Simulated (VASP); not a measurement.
```
CELL_PARAMETERS angstrom
      3.48738     0.00000     0.00000
      0.00000     3.48738     0.00000
      0.00000     0.00000     3.48738
ATOMIC_POSITIONS crystal
  Fe 0.00000 0.00000 0.00000
  Ni 0.00000 0.50000 0.50000
  Ni 0.50000 0.00000 0.50000
  Ni 0.50000 0.50000 0.00000
```
Starting moments (μB, in the order of the record's atoms Fe Ni Ni Ni): 3.2 0.7 0.7 0.7.

All values below come from r2SCAN meta-GGA, VASP's PBE PAW potentials (set 64) (plane waves; VASP 6.6.1). Settings: 480 eV cut-off, 8×8×8 Γ-centred mesh, first-order Methfessel-Paxton smearing of 0.10 eV, potentials Fe Ni.

### Question
Estimate the cell moment, energy per atom (σ→0), pressure, band gap (on the k-mesh) with the smallest direct gap where there is one.

### Answer

```json
{
 "band gap (on the k-mesh)": "none (metal, semimetal or under 0.01 eV)",
 "cell_moment": "5.19 μB",
 "energy per atom (σ→0)": "-12.670 eV/atom",
 "pressure": "49.5 kbar"
}
```

### Question
Give the moment on each site (PAW-sphere projection).

### Answer

| site | moment (μB) |
|---|---|
| Fe1 | 3.14 |
| Ni2 | 0.71 |
| Ni3 | 0.71 |
| Ni4 | 0.71 |

Total energies compare only between runs with the same potentials, cut-off and functional.

The compound is Ni3Fe in the L1_2 structure. It was relaxed first under an external pressure of 5 GPa.
